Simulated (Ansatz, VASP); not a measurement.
**Be3SnS: VASP beside Ansatz**

File INCAR:

```
PREC     = Accurate       # precision mode
ENCUT    = 520            # plane-wave cutoff, eV
EDIFF    = 1E-7           # SCF threshold, eV
ISMEAR   = 0              # smearing method
SIGMA    = 0.05           # smearing width, eV
LREAL    = F              # projectors in reciprocal space
LASPH    = T              # aspherical terms in the spheres
NELM     = 60             # most SCF steps
ALGO     = Normal         # electronic algorithm
ISIF     = 2              # what is computed and relaxed
LWAVE    = F              # write WAVECAR
LCHARG   = F              # write CHGCAR
GGA      = CA             # functional
NBANDS   = 21             # bands
```

KPOINTS

```
Automatic mesh
0
Gamma
  4 4 4
```

File POSCAR:

```
Be3SnS
1.0
    4.3926073539      0.0000000000      0.0000000000
    0.0000000000      4.3926073539      0.0000000000
    0.0000000000      0.0000000000      4.3926073539
Sn S Be
1 1 3
Direct
    0.0000000000      0.0000000000      0.0000000000
    0.5000000000      0.5000000000      0.5000000000
    0.5000000000      0.5000000000      0.0000000000
    0.5000000000      0.0000000000      0.5000000000
    0.0000000000      0.5000000000      0.5000000000
```

Input for Ansatz:

```yaml
crystal:
  lattice:
    - [4.3926073539, 0.0, 0.0]
    - [0.0, 4.3926073539, 0.0]
    - [0.0, 0.0, 4.3926073539]
  atoms:
    - { symbol: Sn, position: [0.0, 0.0, 0.0] }
    - { symbol: S, position: [0.5, 0.5, 0.5] }
    - { symbol: Be, position: [0.5, 0.5, 0.0] }
    - { symbol: Be, position: [0.5, 0.0, 0.5] }
    - { symbol: Be, position: [0.0, 0.5, 0.5] }
basis:
  ecutwfc: 420
kpoints:
  mp_grid: { grid: [4, 4, 4] }
hamiltonian:
  xc: lda
scf:
  occupations: { method: gaussian, width: 0.05 }
output:
  forces: true
  stress: true
  eigenvalues: true
```

The cell comes from a database or a generator and needn't be the stable form of this composition.

Alike in both runs: task single point; functional LDA; k mesh 4 × 4 × 4; occupations gaussian, width 0.05 eV; no spin polarisation.

|  | VASP | Ansatz |
| --- | --- | --- |
| version | VASP 6.6.1 | Ansatz 0.2.0 |
| potentials or method | VASP PAW LDA potentials, release 64 (Sn_d, S, Be) | scalar-relativistic, plane waves, PAW |
| plane-wave cutoff (eV) | 520 | 420 |
| valence electrons in the cell | 26 | 26 |

|  | VASP | Ansatz | Ansatz less VASP |
| --- | --- | --- | --- |
| gap on the k mesh at the Fermi level (eV) | none | none | - |
| pressure (GPa) | -11.0 | -11.0 | -0.04 |

A gap of «none» marks a metal or a gap that the smearing closes.
